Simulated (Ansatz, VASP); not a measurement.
# Rh: VASP beside Ansatz

Aim: how closely do two programs agree when they are given the same cell, functional and k mesh?

Main program and level: Ansatz 0.2.0; plane waves, with VASP 6.6.1 beside it; single point at PBEsol.

### 1. Starting point

It takes space group Fm-3m (No. 225, cubic). The conventional cell has a = 3.779 Å, b = 3.779 Å, c = 3.779 Å, α = 90.00°, β = 90.00°, γ = 90.00°. Rh has 12 Rh at 2.67 Å nearest.

Coordinates:

```xyz
1
Lattice="0.0000 1.8894 1.8894 1.8894 0.0000 1.8894 1.8894 1.8894 0.0000" Properties=species:S:1:pos:R:3 pbc="T T T"
Rh    0.0000    0.0000    0.0000
```

### 2. VASP: single point, PBEsol

A single point gives forces, pressure and levels at one fixed geometry, so differences don't come from the geometry; what else differs is listed under the comparison.

Lines of VASP's logs that name or quote its potential files are left out, and so is its time.

INCAR

```
SYSTEM = Rh
PREC = Accurate
ENCUT = 450
EDIFF = 1E-08
NELM = 100
ISMEAR = -1
SIGMA = 0.025
LREAL = .FALSE.
ALGO = Normal
GGA = PS
NBANDS = 15
LASPH = .TRUE.
LORBIT = 11
LWAVE = .FALSE.
LCHARG = .FALSE.
KPAR = 2
ISIF = 2
```

POSCAR

```
Rh
1.0
    0.0000000000      1.8894005860      1.8894005860
    1.8894005860      0.0000000000      1.8894005860
    1.8894005860      1.8894005860      0.0000000000
Rh
1
Direct
    0.0000000000      0.0000000000      0.0000000000
```

KPOINTS

```
Automatic mesh
0
Gamma
34 34 34
0 0 0
```

The projector-augmented-wave data sets are Rh_pv (PBE family, release 64).

Started as:

```bash
$ mpirun -np 2 vasp_std
```

Numbers of over 12 decimals in the logs are rounded to 6 here.

Log:

```text
[banner, memory and clock lines left out]
running    2 mpi-ranks, on    1 nodes
 distrk:  each k-point on    1 cores,    2 groups
 distr:  one band on    1 cores,    1 groups

 POSCAR found type information on POSCAR Rh
 POSCAR found :  1 types and       1 ions
|                                                                             |
|               ----> ADVICE to this user running VASP <----                  |
|                                                                             |
|     You enforced a specific xc type in the INCAR file but a different       |
|     [... a line on the potential file left out ...]
|     I HOPE YOU KNOW WHAT YOU ARE DOING!                                     |
|                                                                             |

 LDA part: xc-table for (Slater+PW92), standard interpolation
 POSCAR, INCAR and KPOINTS ok, starting setup
 FFT: planning ... GRIDC
 FFT: planning ... GRID_SOFT
 FFT: planning ... GRID
 WAVECAR not read
 entering main loop
       N       E                     dE             d eps       ncg     rms          rms(c)
DAV:   1     0.108944975256E+03    0.10894E+03   -0.78533E+03 32103   0.966E+02
DAV:   2    -0.729826268236E+01   -0.11624E+03   -0.11107E+03 36460   0.305E+02
DAV:   3    -0.876603435145E+01   -0.14678E+01   -0.14661E+01 37202   0.373E+01
DAV:   4    -0.877099999592E+01   -0.49656E-02   -0.49656E-02 37118   0.222E+00
DAV:   5    -0.877103945199E+01   -0.39456E-04   -0.39455E-04 36754   0.172E-01    0.115E+01
DAV:   6    -0.816657390311E+01    0.60447E+00   -0.86636E-01 32799   0.129E+01    0.364E+00
DAV:   7    -0.814405219924E+01    0.22522E-01   -0.19090E-02 38672   0.172E+00    0.165E+00
DAV:   8    -0.813939343606E+01    0.46588E-02   -0.49115E-03 35088   0.914E-01    0.257E-01
DAV:   9    -0.813912117241E+01    0.27226E-03   -0.22825E-04 35893   0.204E-01    0.255E-02
DAV:  10    -0.813912593749E+01   -0.47651E-05   -0.24193E-06 37125   0.167E-02    0.671E-03
DAV:  11    -0.813912621076E+01   -0.27327E-06   -0.56834E-07 36635   0.104E-02    0.385E-04
DAV:  12    -0.813912614050E+01    0.70266E-07   -0.83490E-09 24846   0.124E-03    0.619E-05
DAV:  13    -0.813912612980E+01    0.10697E-07   -0.50298E-10 18538   0.277E-04    0.278E-05
DAV:  14    -0.813912612796E+01    0.18408E-08   -0.13524E-10 16998   0.146E-04
   1 F= -.81391261E+01 E0= -.81378575E+01  d E =-.253724E-02
```

Parts of OUTCAR (step 2):

```text
ion  position               nearest neighbor table
   1  0.000  0.000  0.000-

  LATTYP: Found a face centered cubic cell.
 ALAT       =     3.7788011720

 Subroutine GETGRP returns: Found 48 space group operations
 (whereof 48 operations were pure point group operations)

The static configuration has the point symmetry O_h .

 Found   1059 irreducible k-points:

   k-points           NKPTS =   1059   k-points in BZ     NKDIM =   1059   number of bands    NBANDS=     15

   dimension x,y,z NGX =    18 NGY =   18 NGZ =   18
   dimension x,y,z NGXF=    36 NGYF=   36 NGZF=   36

   ENCUT  =  450.0 eV  33.07 Ry    5.75 a.u.   4.62  4.62  4.62*2*pi/ulx,y,z

   NELECT =      15.0000    total number of electrons

 k-points in reciprocal lattice and weights: Automatic mesh
   0.00000000  0.00000000  0.00000000       0.000
   0.02941176  0.00000000  0.00000000       0.000
   0.05882353  0.00000000  0.00000000       0.000
   0.08823529  0.00000000  0.00000000       0.000
   0.11764706  0.00000000  0.00000000       0.000
   0.14705882  0.00000000  0.00000000       0.000
   0.17647059  0.00000000  0.00000000       0.000
   0.20588235  0.00000000  0.00000000       0.000
   0.23529412  0.00000000  0.00000000       0.000
[...]
-0.26470588  0.47058824  0.23529412       0.001
  -0.26470588  0.50000000  0.23529412       0.000

 average (electrostatic) potential at core
       1 -70.4357

 E-fermi :  12.1153

 k-point     1 :       0.0000    0.0000    0.0000
  band No.  band energies     occupation
    ...
      5       8.9188      2.00000
      6       8.9188      2.00000
      7       8.9188      2.00000
      8      11.0956      2.00000
      9      11.0956      2.00000
     10      28.0264      0.00000
     11      32.4228      0.00000
     12      33.5858      0.00000
     13      33.5858      0.00000
     14      33.5858      0.00000
    ...

 k-point     2 :       0.0294    0.0000    0.0000
  band No.  band energies     occupation
    ...
      5       8.9020      2.00000
      6       8.9332      2.00000
      7       8.9332      2.00000
      8      11.0870      2.00000
      9      11.0870      2.00000
     10      28.0802      0.00000
     11      32.4217      0.00000
     12      33.3691      0.00000
     13      33.6390      0.00000
     14      33.6390      0.00000
    ...

 k-point     3 :       0.0588    0.0000    0.0000
  band No.  band energies     occupation
    ...
      5       8.8541      2.00000
      6       8.9751      2.00000
      7       8.9751      2.00000
      8      11.0633      2.00000
      9      11.0633      2.00000
     10      28.2377      0.00000
     11      32.4181      0.00000
     12      32.8129      0.00000
     13      33.7973      0.00000
     14      33.7973      0.00000
    ...

  Total        0.0035910      0.0035910      0.0035910      0.0000000      0.0000000      0.0000000
  in kB        0.4265096      0.4265096      0.4265096      0.0000000      0.0000000      0.0000000
  external PRESSURE =       0.4265096 kB  Pullay stress =       0.0000000 kB

  energy-cutoff  :      450.00
  volume of cell :       13.49
      direct lattice vectors                 reciprocal lattice vectors
     0.000000000  1.889400586  1.889400586    -0.264634193  0.264634193  0.264634193
     1.889400586  0.000000000  1.889400586     0.264634193 -0.264634193  0.264634193
     1.889400586  1.889400586  0.000000000     0.264634193  0.264634193 -0.264634193

 POSITION                                       TOTAL-FORCE (eV/Angst)
 -----------------------------------------------------------------------------------
      0.00000      0.00000      0.00000         0.000000      0.000000      0.000000
 -----------------------------------------------------------------------------------
    total drift:                                0.000000     -0.000000      0.000000

  FREE ENERGIE OF THE ION-ELECTRON SYSTEM (eV)
  ---------------------------------------------------
  free  energy   TOTEN  =        -8.1391261280 eV

  energy  without entropy=       -8.1365888878  energy(sigma->0) =       -8.13785751

 total charge
# of ion       s       p       d       tot
------------------------------------------
    1        0.417   6.318   7.075  13.810

[... 3 further parts left out ...]
```

The run ends at a pressure of 0.04 GPa.

### 3. Ansatz: single point, PBEsol

Ansatz runs on its default PAW (the set named soft_2) files.

The same cell, functional, mesh and smearing now go to Ansatz, which takes its cutoff from its data sets.

input.yaml

```yaml
crystal:
  lattice:
    - [0.0, 1.889400586, 1.889400586]
    - [1.889400586, 0.0, 1.889400586]
    - [1.889400586, 1.889400586, 0.0]
  atoms:
    - { symbol: Rh, position: [0.0, 0.0, 0.0] }
hamiltonian:
  xc: pbesol
  pseudopotentials: { kind: paw }
kpoints:
  mp_grid: { grid: [34, 34, 34] }
scf:
  occupations: { method: fermi_dirac, width: 0.025 }
  n_extra_bands: 4
output:
  forces: true
  stress: true
  eigenvalues: true
  write_density: true
  write_potential: true
  elf: true
  volumetric_format: npy
```

Started as:

```bash
$ ansatz run input.yaml --threads 2 --pin off --max-ram 4608MiB --backend cpu --events-out ev --progress --plain --runs-dir out
```

Log:

```text
scf.n_extra_bands = 4 over 9 filled bands (N_el = 17.0): the run solves 13 bands
Engine: ansatz 0.2.0, aarch64-unknown-linux-gnu
Pseudopotentials: kind: paw
Pseudopotential: Rh, paw, valence charge 17, recommended cutoff 420 eV (normal), Rh.paw.azcp
Functional definition: PBEsol
  exchange = pbesol_x
  correlation = pbesol_c
Crystal: 1 atoms, lattice volume = 13.490 Å³
Basis set: ecut = 420 eV, 259 PW (Γ), exchange–correlation on 36×36×36 points (8 copies of the dense FFT grid, shifted against one another)
Bands: 13, of which v1, the nominal top of the filled ones, is band 9 counted from 1 (8 counted from 0)
Symmetry: 48 space group operations
Space group: Fm-3m (ITA 225), of the structure as read, at distance tolerance 2.4e-5 Å
k-points: 1059 of 39304
Non-local potential: Rh, projectors of the file, l = 0: 3, l = 1: 2, l = 2: 2, l = 3: 1
PAW form: soft (Blöchl's): semilocal exchange-correlation on the pseudo side does not see the compensation charge
PAW frozen core: Rh, regenerated for the run's functional, and the local potential with it (the file was generated under x = pbe(κ = 0.804, μ = 0.219515), c = pbe(β = 0.066725))
PAW one-centre angular grid: Rh, 590 points (default); XC on 64 Gauss nodes
Initial density: superposition of atomic densities (neutral atoms: chi_scale 0, normalization atom), corrected by the library's trained network
Initial wavefunctions: pseudopotential atomic-orbital guess
Functional: x = pbesol(κ = 0.804, μ = 0.123457), c = pbesol(β = 0.046)
SCF iter   1: F=—  HF=-6338.750470 eV  |F-HF|=—  |Δ(HF+E_count)|=         —  Δρ=9.66e-3  dr2=1.02e-2  ethr=1.77e-3  ⟨swp⟩=5.5  Hψ=77504  notcnv=0
preconditioner: auto → none  [metal: Δε(μ)=0.006 eV  Ē_g=14.162 eV  σ=0.025 eV  W_gap=0.06  n_scr=0 (ndim 8)  ℏωp=30.3 eV  f_vac=0.000  D(μ)=1.22/eV (n_scr^D=14)]
SCF iter   2: F=—  HF=-6338.747700 eV  |F-HF|=—  |Δ(HF+E_count)|=   2.77e-3  Δρ=3.73e-3  dr2=1.09e-3  ethr=5.98e-5  ⟨swp⟩=2.7  Hψ=33380  notcnv=0  defer=140
SCF iter   3: F=—  HF=-6338.747388 eV  |F-HF|=—  |Δ(HF+E_count)|=   3.12e-4  Δρ=1.41e-3  dr2=4.77e-5  ethr=6.41e-6  ⟨swp⟩=2.4  Hψ=22574  notcnv=0  defer=140
SCF iter   4: F=—  HF=-6338.747384 eV  |F-HF|=—  |Δ(HF+E_count)|=   4.52e-6  Δρ=9.53e-5  dr2=3.84e-7  ethr=2.81e-7  ⟨swp⟩=2.1  Hψ=22678  notcnv=0  defer=140
iter 5 did not close the SCF: its close was put off for the readings that it lacked (scf_convergence_deferred on its scf_iter line)
SCF iter   5: F=-6338.747384 eV  HF=-6338.747384 eV  |F-HF|=2.01e-9  |Δ(HF+E_count)|=   8.64e-8  Δρ=2.32e-5  dr2=1.37e-8  ethr=2.26e-9  ⟨swp⟩=2.1  Hψ=21354  notcnv=0  defer=140
SCF iter   6: F=-6338.747384 eV  HF=-6338.747384 eV  |F-HF|=1.53e-10  |Δ(HF+E_count)|=  1.54e-10  Δρ=4.74e-6  dr2=5.47e-10  ethr=8.04e-11  ⟨swp⟩=5.5  Hψ=68829  notcnv=0
SCF 1 converged in 6 iterations: F = -6338.747384 eV  dr2 = 5.47e-10
  greatest PAW one-centre occupation: 1.000 electrons in one spin orbital (limit 2), on the Rh atom at site 0 (counted from 0), in its partial waves of l = 0
SCF converged after 6 iterations
Free energy (F): -6338.747384 eV
Harris-Foulkes:  -6338.747384 eV  (|F-HF|=1.53e-10)
Internal energy: -6338.744847 eV  (E = F + TS)
E sigma→0 (E₀):  -6338.746115 eV
Entropy (-TS):   -0.002537 eV (-2.537 meV/atom)
Fermi energy:    22.802851 eV
--- Per-component energies (eV) ---
  E_band       = -79.432956
  E_kinetic    = 573.764922
  E_local      = -1540.006714  (includes V_loc(G=0)·N_el)
  E_nonlocal   = 356.262029
  E_hartree    = 540.221623
  E_xc         = -220.867273
  E_vxc        = -278.306712  (∫ρ·V_xc dr)
  E_paw        = -3523.800485  (= ΣΔE_a)
  E_vpaw       = -271.590954  (= ΣTr[D̂ρ^β])
  E_aug_tail   = 0.000800  (compensation charges beyond the density's cutoff)
  E_ewald      = -2524.595948
  E_core_change = 0.276200  (= ΣΔE_core)
  E_smearing   = -0.002537  (= −TS)
  E_closure    = 0.000000  (closes the sum)
  Σ components = -6338.747384   (vs F -6338.747384, Δ=0.00e0)
--- Forces (eV/Å), atoms counted from 1 ---
  atom   1  Rh    -0.00000000     0.00000000     0.00000000
  max |Σ_I F_I| component: 1.23e-31 eV/Å
--- Stress (GPa, compression-positive) ---
        0.235923      -0.000000       0.000000
       -0.000000       0.235923      -0.000000
        0.000000       0.000000       0.235923
  P = ⅓ Tr σ = 0.2359 GPa (2.359 kbar)
--- Band table (eV; the first three rows and the last of 1059) ---
  k-point 0: bands = [... 5 lower, 19.6023, 19.6023, 19.6023, 21.7789, 21.7789, 38.5048, 43.9329, 43.9329]
  k-point 1: bands = [... 5 lower, 19.5856, 19.6168, 19.6168, 21.7704, 21.7704, 38.5579, 43.7303, 43.9837]
  k-point 2: bands = [... 5 lower, 19.5379, 19.6588, 19.6588, 21.7467, 21.7467, 38.7129, 43.2064, 44.1398]
  k-point 1058: bands = [... 5 lower, 18.6082, 19.1108, 21.5677, 23.8262, 32.0931, 32.8831, 34.1234, 35.5972]
```

The job ended after 11 s (2 threads of Arm Neoverse N1, shared host; peak memory 0.46 GiB; 21 s of CPU time).

In the SCF lines HF is the Harris–Foulkes energy and dr2 the Hartree energy of the density residual, in eV; the loop may stop once dr2 is under the threshold and the program's other checks hold. Hψ counts applications of the Hamiltonian.

The run ends at a pressure of 0.24 GPa.

### 4. Comparison

Known differences besides the potentials themselves: the data sets hold 17 valence electrons in Ansatz (default PAW (the set named soft_2) files) and 15 in VASP; the cutoff is 420 eV in Ansatz and 450 eV in VASP; Ansatz makes its cores anew for this functional, VASP keeps those of its PBE data sets. Total energies have different zeros and are not compared.

Both answers:

```tsv
quantity	Ansatz	VASP	difference
pressure (GPa)	0.24	0.04	+0.19
pressure without Ansatz's Pulay correction (GPa)	0.14	0.04	+0.10
```

Ansatz's pressure holds a Pulay correction of 0.10 GPa; VASP's holds none.

### 5. Outcome

```json
{
  "difference in pressure (single point, PBEsol)": "0.19 GPa"
}
```

**Reading.** The difference in pressure is 0.19 GPa (single point, PBEsol), within the 1 GPa picked in this series as the mark of a large difference. 1 further run of this series is not shown here. Such differences can come from data sets, numerical settings and the points named under the comparisons, not from the functional's error against experiment.

[Lines on the potential files, build, host, timing and source positions are cut from VASP's logs without a mark.]

[Logs are printed without paths, hosts, clocks, repeated set-up lines and the standing remarks that a program may print on its own settings, such as how far it seeks lower states.]

[Hosts, paths, dates, database ids (printed as entryN), source tags and the programs' standing remarks are cut or masked in the printed files.]
